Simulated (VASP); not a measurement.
Input:

```xyz
8
Lattice="5.9830 0.0000 0.0000 -2.9915 5.1814 0.0000 0.0000 0.0000 4.8284" Properties=species:S:1:pos:R:3 pbc="T T T"
Ti     0.0000     1.6749     1.2071
Ti     2.9915     3.5065     3.6213
Ti     4.5325     0.8374     3.6213
Ti    -1.5410     4.3440     1.2071
Ti     1.5410     4.3440     1.2071
Ti     1.4505     0.8374     3.6213
Pb     0.0000     3.4543     3.6213
Pb     2.9915     1.7271     1.2071
```

All values below come from PBEsol GGA, VASP's PBE PAW potentials (set 64) (plane waves; VASP). Settings: 300 eV cut-off, 4×4×5 Γ-centred mesh, Gaussian smearing of 0.14 eV, potentials Ti_sv Pb_d.

At this cut-off the stress carries a Pulay error, which pulls relaxed volumes low.

Question: Give the stress tensor in GPa (positive for a compressed cell).

Answer: 
```
-4.99   0.00   0.00
 0.00  -4.99   0.00
 0.00   0.00  -5.50
```
The pressure is its mean diagonal, -5.16 GPa.

The structure comes from a computed database's Ti3Pb entry (P6_3/mmc); how it stands against other phases isn't given here. The cell was not relaxed at this level. The k-mesh is coarse (spacing up to 0.30 per Å, 2π included), so the numbers may not be converged in it.
